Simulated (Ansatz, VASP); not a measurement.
# HfO2 in two plane-wave programs, part 3 of 3

One calculation is typed for both programs; each brings its own data sets. How far apart do they land? The cell is taken from a series of runs on this material, whose earlier steps may have relaxed, scaled, displaced or heated it; both programs get it as it stands.

VASP 6.6.1 and Ansatz 0.2.0.

So far: The structure; VASP: zone-centre phonons, LDA.

### Step 3. Ansatz: zone-centre phonons, LDA

Level of this step: Ansatz beside VASP: Kohn-Sham DFT, plane waves, LDA (Ansatz).

Ansatz runs on its PAW soft_1 files.

The same cell, functional (in two slightly different forms) and mesh now go to Ansatz, which takes its cutoff from its data sets.

The input, input.yaml:

```yaml
crystal:
  lattice:
    - [3.5373926512, 0.0, 0.0]
    - [0.0, 3.5373926512, 0.0]
    - [0.0, 0.0, 5.103383311]
  atoms:
    - { symbol: Hf, position: [0.0, 0.0, 0.0] }
    - { symbol: Hf, position: [0.5, 0.5, 0.5] }
    - { symbol: O, position: [0.0, 0.5, 0.7035929502] }
    - { symbol: O, position: [0.5, 0.0, 0.2964070498] }
    - { symbol: O, position: [0.0, 0.5, 0.2035929502] }
    - { symbol: O, position: [0.5, 0.0, 0.7964070498] }
kpoints:
  mp_grid: { grid: [6, 6, 6] }
hamiltonian:
  xc: lda
  pseudopotentials: { kind: paw, azcp: { folder: soft_1 }, xc_functional: pbe }
scf:
  occupations: { method: fixed }
output:
  eigenvalues: true
phonons:
  method: dfpt
  dielectric: true
  rigid_motions: translations
```

Started as:

```
> ansatz run input.yaml --threads 4 --pin off --max-ram 10240MiB --backend cpu --events-out ev --progress --plain --runs-dir out
```

Numbers of over 12 decimals in the logs are rounded to 6 here.

The program printed:

```text
Engine: ansatz 0.2.0, aarch64-unknown-linux-gnu
Pseudopotentials: kind: paw
Pseudopotential: Hf, paw, valence charge 26, recommended cutoff 420 eV (normal), soft_1/Hf.paw.azcp
Pseudopotential: O, paw, valence charge 6, recommended cutoff 420 eV (normal), soft_1/O.paw.azcp
Functional definition: SPW92
  exchange = slater_x
  correlation = pw_c
Crystal: 6 atoms, lattice volume = 63.859 Å³
Basis set: ecut = 420 eV, 1253 PW (Γ), exchange–correlation on 48×48×72 points (8 copies of the dense FFT grid, shifted against one another)
Bands: 46, of which v1, the nominal top of the filled ones, is band 38 counted from 1 (37 counted from 0)
Symmetry: 16 space group operations
k-points: 112 of 216 (irreducible under 1 space group operation, time reversal used)
Non-local potential: Hf, projectors of the file, l = 0: 3, l = 1: 2, l = 2: 2, l = 3: 3
Non-local potential: O, projectors of the file, l = 0: 2, l = 1: 2, l = 2: 1
PAW form: soft (Blöchl's): semilocal exchange-correlation on the pseudo side does not see the compensation charge
PAW frozen core: Hf, regenerated for the run's functional, and the local potential with it (the file was generated under x = pbe(κ = 0.804, μ = 0.219515), c = pbe(β = 0.066725))
PAW frozen core: O, regenerated for the run's functional, and the local potential with it (the file was generated under x = pbe(κ = 0.804, μ = 0.219515), c = pbe(β = 0.066725))
PAW one-centre angular grid: Hf, 590 points (default); XC on 64 Gauss nodes
PAW one-centre angular grid: O, 110 points (default); XC on 64 Gauss nodes
Initial density: superposition of atomic densities (chi_scale 0.1, normalization cell, long waves kept (reshape's long-wave potential 0.00 eV rms))
Initial wavefunctions: pseudopotential atomic-orbital guess
Functional: x = slater, c = lda
SCF iter   1: F=—  HF=-33188.897785 eV  |F-HF|=—  |Δ(HF+E_count)|=         —  Δρ=9.27e-2  dr2=4.30e0  ethr=3.10e-3  ⟨swp⟩=4.4  Hψ=14365  notcnv=0  defer=485
preconditioner: auto → Resta (q_TF=auto, 2.809 Å⁻¹)  ε∞=5.1  [insulator: Δε(μ)=3.644 eV  Ē_g=19.408 eV  n_scr=28 (ndim 8)  ℏωp=39.4 eV  f_vac=0.000  ε∞_Penn≈5.1]
SCF iter   2: F=—  HF=-33187.804691 eV  |F-HF|=—  |Δ(HF+E_count)|=    1.09e0  Δρ=4.26e-2  dr2=1.02e0  ethr=3.10e-3  ⟨swp⟩=2.0  Hψ=10510  notcnv=0  defer=511
SCF iter   3: F=—  HF=-33187.466098 eV  |F-HF|=—  |Δ(HF+E_count)|=   3.39e-1  Δρ=2.19e-2  dr2=2.90e-1  ethr=1.34e-3  ⟨swp⟩=2.0  Hψ=8122  notcnv=0  defer=660
SCF iter   4: F=—  HF=-33187.366134 eV  |F-HF|=—  |Δ(HF+E_count)|=   1.00e-1  Δρ=7.66e-3  dr2=2.68e-2  ethr=3.82e-4  ⟨swp⟩=2.1  Hψ=9285  notcnv=0  defer=642
SCF iter   5: F=—  HF=-33187.375354 eV  |F-HF|=—  |Δ(HF+E_count)|=   9.22e-3  Δρ=3.91e-3  dr2=9.17e-3  ethr=3.53e-5  ⟨swp⟩=2.0  Hψ=8304  notcnv=0  defer=672
SCF iter   6: F=—  HF=-33187.370923 eV  |F-HF|=—  |Δ(HF+E_count)|=   4.43e-3  Δρ=7.88e-4  dr2=3.41e-4  ethr=1.21e-5  ⟨swp⟩=2.0  Hψ=9216  notcnv=0  defer=670
SCF iter   7: F=—  HF=-33187.371494 eV  |F-HF|=—  |Δ(HF+E_count)|=   5.71e-4  Δρ=4.77e-4  dr2=1.08e-4  ethr=4.48e-7  ⟨swp⟩=2.0  Hψ=9014  notcnv=0  defer=454
SCF iter   8: F=—  HF=-33187.371494 eV  |F-HF|=—  |Δ(HF+E_count)|=   1.78e-7  Δρ=5.41e-5  dr2=1.23e-6  ethr=1.42e-7  ⟨swp⟩=2.0  Hψ=8974  notcnv=0  defer=435
SCF iter   9: F=—  HF=-33187.371493 eV  |F-HF|=—  |Δ(HF+E_count)|=   7.89e-7  Δρ=6.94e-6  dr2=1.96e-8  ethr=1.62e-9  ⟨swp⟩=2.6  Hψ=9335  notcnv=0  defer=433
SCF iter  10: F=—  HF=-33187.371493 eV  |F-HF|=—  |Δ(HF+E_count)|=   1.12e-8  Δρ=7.25e-7  dr2=1.63e-10  ethr=2.58e-11  ⟨swp⟩=2.4  Hψ=8677  notcnv=0  defer=433
SCF iter  11: F=-33187.371493 eV  HF=-33187.371493 eV  |F-HF|=7.28e-12  |Δ(HF+E_count)|=  1.02e-10  Δρ=1.44e-7  dr2=8.58e-12  ethr=1.00e-12  ⟨swp⟩=15.2  Hψ=36162  notcnv=0
SCF 1 converged in 11 iterations: F = -33187.371493 eV  dr2 = 8.58e-12
  greatest PAW one-centre occupation: 0.999 electrons in one spin orbital (limit 2), on the Hf atom at site 1 (counted from 0), in its partial waves of l = 3
DFPT response loops at Γ: preconditioner auto → Resta (q_TF=auto, 2.809 Å⁻¹)  ε∞=3.7 (no band partly filled); β = 1.00, the filter's whole step (`scf.mixing.beta` (0.50) is not read by the response loops at its default; to damp them type it under 1.00, their step now; it binds the ground state too); Broyden in place of MSR1
── the response to a field inside a basis, on 6×6×6 k-points: an SCF that follows is theirs, and a resumed run solves both again ──
Bands: 39, of which v1, the nominal top of the filled ones, is band 38 counted from 1 (37 counted from 0)
k-points: 18 of 216
Initial density: handed on by an earlier stage of this run
Initial wavefunctions: pseudopotential atomic-orbital guess (no wavefunctions were taken with the density)
Eigensolver: Dense (18 Hₖ)
SCF iter   1: F=—  HF=-33187.315994 eV  |F-HF|=—  |Δ(HF+E_count)|=         —  Δρ=4.40e-4  dr2=2.54e-5  ethr=1.00e-1
preconditioner: auto → Resta (q_TF=auto, 2.809 Å⁻¹)  ε∞=6.7  [insulator: Δε(μ)=4.830 eV  Ē_g=16.567 eV  n_scr=28 (ndim 8)  ℏωp=39.4 eV  f_vac=0.053  ε∞_Penn≈6.7]
SCF iter   2: F=—  HF=-33187.315983 eV  |F-HF|=—  |Δ(HF+E_count)|=   1.12e-5  Δρ=2.08e-4  dr2=1.12e-5  ethr=3.34e-8
SCF iter   3: F=—  HF=-33187.315981 eV  |F-HF|=—  |Δ(HF+E_count)|=   1.51e-6  Δρ=1.14e-4  dr2=2.31e-6  ethr=1.47e-8
SCF iter   4: F=—  HF=-33187.315981 eV  |F-HF|=—  |Δ(HF+E_count)|=   2.43e-7  Δρ=2.06e-5  dr2=9.27e-8  ethr=3.04e-9
SCF iter   5: F=-33187.315981 eV  HF=-33187.315981 eV  |F-HF|=4.19e-9  |Δ(HF+E_count)|=   1.81e-8  Δρ=5.84e-6  dr2=1.37e-8  ethr=1.22e-10
SCF 1 converged in 5 iterations: F = -33187.315981 eV  dr2 = 1.37e-8
  greatest PAW one-centre occupation: 0.999 electrons in one spin orbital (limit 2), on the Hf atom at site 0 (counted from 0), in its partial waves of l = 3
DFPT response loops at Γ: preconditioner auto → none (the input reference at scf.mixing.eps_inf says where Resta's filter doesn't serve); β = 0.50; Broyden in place of MSR1
SCF converged after 11 iterations
Free energy (F): -33187.371493 eV
Harris-Foulkes:  -33187.371493 eV  (|F-HF|=7.28e-12)
Internal energy: -33187.371493 eV  (E = F + TS)
E sigma→0 (E₀):  -33187.371493 eV
Fermi energy:    14.134694 eV
--- Per-component energies (eV) ---
  E_band       = 17.398881
  E_kinetic    = 1488.140681
  E_local      = -13928.703847  (includes V_loc(G=0)·N_el)
  E_nonlocal   = 374.440926
  E_hartree    = 6639.612765
  E_xc         = -811.649425
  E_vxc        = -873.829628  (∫ρ·V_xc dr)
  E_paw        = -15522.741471  (= ΣΔE_a)
  E_vpaw       = -321.877908  (= ΣTr[D̂ρ^β])
  E_aug_tail   = 0.003142  (compensation charges beyond the density's cutoff)
  E_ewald      = -11431.776125
  E_core_change = 5.301862  (= ΣΔE_core)
  E_smearing   = -0.000000  (= −TS)
  E_closure    = -0.000000  (closes the sum)
  Σ components = -33187.371493   (vs F -33187.371493, Δ=0.00e0)
--- Band table (eV; the first three rows and the last of 112) ---
  k-point 0: bands = [... 34 lower, 13.5840, 13.9904, 14.0007, 14.0007, 18.6199, 18.6704, 19.8092, 20.2494, ... 4 higher]
  k-point 1: bands = [... 34 lower, 13.0511, 13.5787, 14.0204, 14.0204, 18.7578, 18.7783, 19.8271, 20.1185, ... 4 higher]
  k-point 2: bands = [... 34 lower, 13.3805, 13.3805, 14.0579, 14.0579, 19.0068, 19.1857, 19.7850, 19.8413, ... 4 higher]
  k-point 111: bands = [... 34 lower, 12.7047, 12.7047, 14.1347, 14.1347, 20.0042, 20.0042, 20.1874, 20.1874, ... 4 higher]
--- Phonons (Γ-DFPT): 5 representative perturbations + reference, on 112 of 216 k-points (Σ response iterations 22) ---
  k mesh reduced under 1 symmetry operation, with k and −k counted as one. Each operation leaves every solved perturbation unchanged. A smaller set is not considered because the run solves the response to a homogeneous field
  ASR residual: 7.106e-5 → 0.000e0 eV/Å²; symmetrization residual: 2.987e-6 eV/Å²
  ASR residual per site (eV/Å²): 4.37e-5 4.37e-5 7.11e-5 7.11e-5 7.11e-5 7.11e-5
  Γ frequencies (cm⁻¹): 0.00 0.00 0.00 102.39 102.39 104.63 104.63 232.52 293.16 323.02 459.81 459.81 465.27 465.27 605.84 669.93 676.21 676.21
  ε∞ (high-frequency dielectric tensor):
        5.373235     0.000000     0.000000
        0.000000     5.373235     0.000000
        0.000000     0.000000     4.898247
  ε⁰ (static dielectric tensor: ions relaxed, cell fixed):
       76.177250     0.000000    -0.000000
        0.000000    76.177250     0.000000
       -0.000000     0.000000    18.069404
  ε⁰ − ε∞ (ionic part):
       70.804015     0.000000    -0.000000
        0.000000    70.804015     0.000000
       -0.000000     0.000000    13.171157
  softest optical mode at Γ: 102.39 cm⁻¹; the repairs (sum rule, projections) moved no ω² at Γ by more than (1.46 cm⁻¹)²
  Born effective charges Z* (e; rows j = field, columns β = displacement):
    site 0:
         5.56806   -0.00000   -0.00000
        -0.00000    5.56806    0.00000
        -0.00000   -0.00000    4.91904
    site 1:
         5.56806   -0.00000    0.00000
        -0.00000    5.56806   -0.00000
         0.00000    0.00000    4.91904
    site 2:
        -3.41148    0.00000   -0.00000
        -0.00000   -2.15658    0.00000
        -0.00000    0.00000   -2.45952
    site 3:
        -2.15658   -0.00000   -0.00000
         0.00000   -3.41148   -0.00000
         0.00000    0.00000   -2.45952
    site 4:
        -2.15658   -0.00000    0.00000
         0.00000   -3.41148    0.00000
         0.00000   -0.00000   -2.45952
    site 5:
[...]
Z* charge neutrality: 7.815e-4 e pre-enforcement
  solved inside a basis spanned on kpoints, on 6×6×6 k-points, its susceptibility summed on 10×10×8: ε∞ is read to err by 1.4e-2, Z* by 2.7e-2 e (field_mesh: kpoints solves on kpoints); Z* is corrected for what the basis lacks
  optical modes at Γ without the LO–TO term, one row a degenerate level:
      ω (cm⁻¹)  modes    IR ((D/Å)²/amu)
[...]
optical modes at Γ + LO–TO along q̂ = [1.0000, 0.0000, 0.0000]:
      ω (cm⁻¹)  modes    IR ((D/Å)²/amu)
[...]
optical modes at Γ + LO–TO along q̂ = [0.0000, 1.0000, 0.0000]:
      ω (cm⁻¹)  modes    IR ((D/Å)²/amu)
[...]
optical modes at Γ + LO–TO along q̂ = [0.0000, 0.0000, 1.0000]:
      ω (cm⁻¹)  modes    IR ((D/Å)²/amu)
[...]
232.52      1             0.0000
        293.16      1             0.0000
        459.81      2             0.0000
        465.27      2            68.8685
        605.84      1             0.0000
        620.41      1            41.1476
        669.93      1             0.0000
        676.21      2             0.0000
```

Reading the cycles: dr2 is the Hartree energy of the density residual (eV), the measure of convergence; HF is the Harris–Foulkes estimate of the energy, which meets the free energy F at convergence.

### Step 4. Side by side

Known differences besides the potentials themselves: fixed occupations in Ansatz, narrow Gaussian smearing in VASP; VASP's response is taken on the typed mesh, Ansatz refines its own for the field response alone; the data sets hold 76 valence electrons in Ansatz (on its PAW soft_1 files) and 44 in VASP; the cutoff is 420 eV in Ansatz and 600 eV in VASP; VASP's log shows a relativistic correction to its local exchange, Ansatz's none. Total energies have different zeros and are not compared.

Compared:

| quantity | Ansatz | VASP | difference |
| --- | --- | --- | --- |
| ε∞ xx | 5.37 | 5.31 | +1.13 % |
| ε∞ yy | 5.37 | 5.31 | +1.13 % |
| ε∞ zz | 4.90 | 4.85 | +1.06 % |
| Born charge of Hf1 (mean of the diagonal) (e) | 5.35 | 5.32 | +0.03 |
| Born charge of O3 (mean of the diagonal) (e) | -2.68 | -2.66 | -0.02 |
| optical mode 1 to 2 (cm⁻¹) | 102.4 | 102.6 | -0.20 % |
| optical mode 3 to 4 (cm⁻¹) | 104.6 | 104.4 | +0.18 % |
| optical mode 5 (cm⁻¹) | 232.5 | 230.8 | +0.76 % |
| optical mode 6 (cm⁻¹) | 293.2 | 291.1 | +0.72 % |
| optical mode 7 (cm⁻¹) | 323.0 | 320.0 | +0.94 % |
| optical mode 8 to 9 (cm⁻¹) | 459.8 | 461.7 | -0.41 % |
| optical mode 10 to 11 (cm⁻¹) | 465.3 | 464.2 | +0.23 % |
| optical mode 12 (cm⁻¹) | 605.8 | 605.0 | +0.14 % |
| optical mode 13 (cm⁻¹) | 669.9 | 669.4 | +0.08 % |
| optical mode 14 to 15 (cm⁻¹) | 676.2 | 676.2 | +0.00 % |

Modes are paired by rising frequency, not by their patterns, so a pair may set unlike modes beside each other; they are those without the splitting of longitudinal modes.

### Step 5. Summary of results

| Item | Value |
| --- | --- |
| r.m.s. difference of the optical zone-centre modes, each program's sorted by frequency (zone-centre phonons, LDA) | 1.3 cm⁻¹ |
| difference in ε∞ xx (zone-centre phonons, LDA) | +1.1 % |

In words: The r.m.s. difference of the optical zone-centre modes, each program's sorted by frequency is 1.3 cm⁻¹ (zone-centre phonons, LDA). The data sets hold unlike numbers of valence electrons (76 in Ansatz and 44 in VASP), so part of the differences comes from the potentials. Among the rows given in per cent, the largest difference of the zone-centre phonons, LDA pair is in ε∞ xx, +1.1 %. Such differences can come from data sets, numerical settings and the points named under the comparisons, not from the functional's error against experiment.

[Lines on the potential files, build, host, timing and source positions are cut from VASP's logs without a mark.]

[Logs are printed without paths, hosts, clocks, repeated set-up lines and the standing remarks that a program may print on its own settings, such as how far it seeks lower states.]

[Hosts, paths, dates, database ids (printed as entryN), source tags and the programs' standing remarks are cut or masked in the printed files.]
